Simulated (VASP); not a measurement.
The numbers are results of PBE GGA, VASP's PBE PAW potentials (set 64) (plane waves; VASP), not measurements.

Input for VASP

### KPOINTS
```
Automatic mesh
0
Gamma
8 8 5
0 0 0
```

File POSCAR:
```
PtSe2
1
    1.8187480000    -3.1501640000     0.0000000000
    1.8187480000     3.1501640000     0.0000000000
    0.0000000000     0.0000000000     4.9540160000
Pt Se
1 2
Direct
  0.0000000000   0.0000000000   0.0000000000
  0.3333330000   0.6666670000   0.2550000000
  0.6666670000   0.3333330000   0.7450000000
```

**INCAR**
```
# general
SYSTEM   =  PtSe2
PREC     =  Accurate
ENCUT    =  300
LREAL    =  .False.
LASPH    =  .True.

# electronic loop
EDIFF    =  1E-6
NELM     =  100
ALGO     =  Normal
LMAXMIX  =  6

# smearing
ISMEAR   =  -1
SIGMA    =  0.02

# functional
GGA      =  PE

# ions
ISIF     =  2

# output
LWAVE    =  .False.
LCHARG   =  .False.
```

POTCAR, in this order: Pt Se (PBE.64 set). Program: vasp_std.

At this cut-off the stress carries a Pulay error, which pulls relaxed volumes low. Unless said otherwise, spin-orbit coupling is left out, though it shifts the bands of the heavy elements here.

Q: What does the run give for the energy per atom (σ→0), pressure, largest force, band gap (on the k-mesh)?

A: 
```
Quantity                                                    Result
------------------------  ----------------------------------------
energy per atom (σ→0)                               -4.645 eV/atom
band gap (on the k-mesh)  none (metal, semimetal or under 0.01 eV)
pressure                                                 16.81 GPa
largest force                                           1.228 eV/Å
```

File OSZICAR:
```
...
DAV:   7    -0.139602418859E+02    0.13815E+00   -0.85383E-01  1221   0.986E+00    0.443E+00
DAV:   8    -0.139374099028E+02    0.22832E-01   -0.45818E-02  1319   0.199E+00    0.866E-01
DAV:   9    -0.139359474837E+02    0.14624E-02   -0.67485E-03  1417   0.856E-01    0.148E-01
DAV:  10    -0.139361091138E+02   -0.16163E-03   -0.91820E-04  1361   0.275E-01    0.562E-02
DAV:  11    -0.139360989628E+02    0.10151E-04   -0.10452E-04  1536   0.113E-01    0.224E-02
DAV:  12    -0.139361013971E+02   -0.24344E-05   -0.14889E-05  1319   0.298E-02    0.469E-03
DAV:  13    -0.139361014971E+02   -0.99999E-07   -0.16852E-06  1104   0.117E-02
   1 F= -.13936101E+02 E0= -.13935367E+02  d E =-.146809E-02
```

The structure is a typed PtSe2 crystal. The cell was not relaxed at this level.
